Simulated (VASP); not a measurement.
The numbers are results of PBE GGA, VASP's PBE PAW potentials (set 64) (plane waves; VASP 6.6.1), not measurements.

Input for VASP

### INCAR
```
# general
SYSTEM =V
PREC   =Accurate
ENCUT  =300   # plane-wave cut-off (eV)
LREAL  =.FALSE.
LASPH  =.TRUE.   # aspherical one-centre terms

# electronic loop
EDIFF  =1E-6
NELM   =100   # most electronic steps
ALGO   =Normal
LMAXMIX=4

# smearing
ISMEAR =-1   # Fermi-Dirac
SIGMA  =0.1   # width (eV)

# functional
GGA    =PE

# ions
ISIF   =2   # forces and stress, cell fixed

# output
LWAVE  =.FALSE.
LCHARG =.FALSE.
```

**POSCAR**
```
V
1
   -1.5004560000     1.5004560000     1.5004560000
    1.5004560000    -1.5004560000     1.5004560000
    1.5004560000     1.5004560000    -1.5004560000
V
1
Direct
  0.0000000000   0.0000000000   0.0000000000
```

KPOINTS:
```
Automatic mesh
0
Gamma
20 20 20
0 0 0
```

POTCAR, in this order: V_sv (PBE.64 set). Program: vasp_std.

Problem. What will the output report for the number of irreducible k-points (NKPTS), largest plane-wave count, number of space-group operations, FFT grid (NGX, NGY, NGZ)?

Solution. 
The number of irreducible k-points (NKPTS) comes out as 256 and the largest plane-wave count is 168. The number of space-group operations is 48 and the FFT grid (NGX, NGY, NGZ) is 16 × 16 × 16.

The structure is a typed V crystal. The cell was not relaxed at this level. The run is not spin-polarised, so no magnetic state was tried.
